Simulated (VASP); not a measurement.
Here is a VASP 6.6.1 calculation.

The input INCAR:

```
SYSTEM = Si2Ge
PREC = Normal
ENCUT = 520
EDIFF = 1E-4
ISMEAR = 0
SIGMA = 0.15
LREAL = .False.
LASPH = .True.
NELM = 60
ALGO = Fast
ISIF = 3
LWAVE = .False.
LCHARG = .False.
GGA = PE
IBRION = 2
NSW = 24
EDIFFG = -0.08
```

Contents of KPOINTS:

```
regular mesh
0
Gamma
  8 8 8
  0 0 0
```

POSCAR

```
Si2Ge
1.0
    1.5257633300      0.8808998700      5.6036633700
   -1.5257633300      0.8808998700      5.6036633700
    0.0000000000     -1.7617997400      5.6036633700
Si Ge
2 1
Direct
    0.2500000000      0.2500000000      0.2500000000
    0.7500000000      0.7500000000      0.7500000000
    0.0000000000      0.0000000000      0.0000000000
```

Potentials or basis: VASP PAW PBE potentials, release 64 (Si, Ge_d).

The run is started by

```console
$ cat potpaw_PBE.64/Si/POTCAR potpaw_PBE.64/Ge_d/POTCAR > POTCAR
$ mpirun -np 1 vasp_std > vasp.out
```

Question: What does it give for the relaxed cell?

Answer: a = 5.205 Å, b = 5.205 Å, c = 5.205 Å, α = 40.82°, β = 40.82°, γ = 40.82°.

Question: What does it give for the space group after relaxing (to 0.05 Å)?

Answer: R-3m (No. 166).

Question: Predict the relaxed volume.

Answer: 18.13 Å³/atom.

Final structure:
```
Si Ge
1.0
     1.81551    1.04819    4.76468
    -1.81551    1.04819    4.76468
     0.00000   -2.09638    4.76468
Si Ge
2 1
Direct
  0.21018 0.21018 0.21018
  0.78982 0.78982 0.78982
  0.00000 0.00000 0.00000
```

Caveat: the volume moved by over 15 % at a fixed basis, so the end points are rough.
